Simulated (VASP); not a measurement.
Crystal: Al.

```xyz
1
Lattice="0.0000 2.0248 2.0248 2.0248 0.0000 2.0248 2.0248 2.0248 0.0000" Properties=species:S:1:pos:R:3 pbc="T T T"
Al    0.0000    0.0000    0.0000
```

| Item | Value |
| --- | --- |
| Program | VASP 6.6.1 |
| Task | relaxation of cell and atoms |
| Functional | PBE |
| Dispersion | D3(BJ) |
| Potentials or basis | VASP PAW PBE potentials, release 64 (Al) |
| Cutoff | 600 eV |
| k mesh | 18 × 18 × 18 |
| Occupations | methfessel-paxton, width 0.1 eV |
| Spin | no spin polarisation |

At the start: pressure -3.8 GPa; volume 16.60 Å³/atom.

Where does the relaxation end?

Over 3 steps the energy falls by 10.3 meV/atom and the volume is 15.78 Å³/atom (-5.0 %); space group Fm-3m (No. 225, to 0.05 Å).

The path:
| step | energy change (eV) | largest force (eV/Å) | pressure (GPa) | volume (Å³) |
| --- | --- | --- | --- | --- |
| 1 | 0.0000 | 0.0000 | -3.81 | 16.60 |
| 2 | -0.0101 | 0.0000 | 0.57 | 15.67 |
| 3 | -0.0103 | 0.0000 | 0.00 | 15.78 |

Final structure:
```yaml
crystal:
  lattice:
    - [0.00000, 1.99062, 1.99062]
    - [1.99062, 0.00000, 1.99062]
    - [1.99062, 1.99062, 0.00000]
  atoms:
    - { symbol: Al, position: [0.00000, 0.00000, 0.00000] }
```

Caveat: pairwise dispersion overbinds metals, which lowers pressure and volume.
